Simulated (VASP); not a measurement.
VASP runs on W (bcc) share one base input (PBE GGA, plane waves, VASP's PBE PAW potentials (set 64)) and change the settings named in each case.

File KPOINTS:
```
Automatic mesh
0
Gamma
14 14 14
0 0 0
```

INCAR:
```
EDIFF = 1E-6
LMAXMIX = 6   ! l cut-off of mixed one-centre charges
GGA = PE   ! PBE
PREC = Accurate
ISIF = 2
ALGO = Normal   ! blocked Davidson
LCHARG = F
LWAVE = F
LASPH = T   ! aspherical one-centre terms
LREAL = F   ! projection in real space or not
ENCUT = 400
SYSTEM = W
NELM = 100
ISMEAR = 1   ! Methfessel-Paxton
SIGMA = 0.1
```

**POSCAR**
```
W
1
   -1.6116000000     1.6116000000     1.6116000000
    1.6116000000    -1.6116000000     1.6116000000
    1.6116000000     1.6116000000    -1.6116000000
W
1
Direct
  0.0000000000   0.0000000000   0.0000000000
```

POTCAR, in this order: W_sv (PBE.64 set). Program: vasp_std.

```json
[
 {"change": "base run", "electronic steps": "11"},
 {"change": "ALGO = Fast", "electronic steps": "13"},
 {"change": "ALGO = VeryFast", "electronic steps": "18"},
 {"change": "ALGO = All", "electronic steps": "16"},
 {"change": "ALGO = Damped", "electronic steps": "20"},
 {"change": "ALGO = Conjugate", "electronic steps": "16"}
]
```
 Unless said otherwise, spin-orbit coupling is left out, though it shifts the bands of the heavy elements here.

Left out are runs that ran out of time, are held back, or changed the cell or the kind of run, fixed moments of cells without a moment, rows past the twelfth, gaps on odd meshes, pressures of charged cells and columns that move by less than the noise.

The compound is W in the bcc structure. The cell was not relaxed at this level.
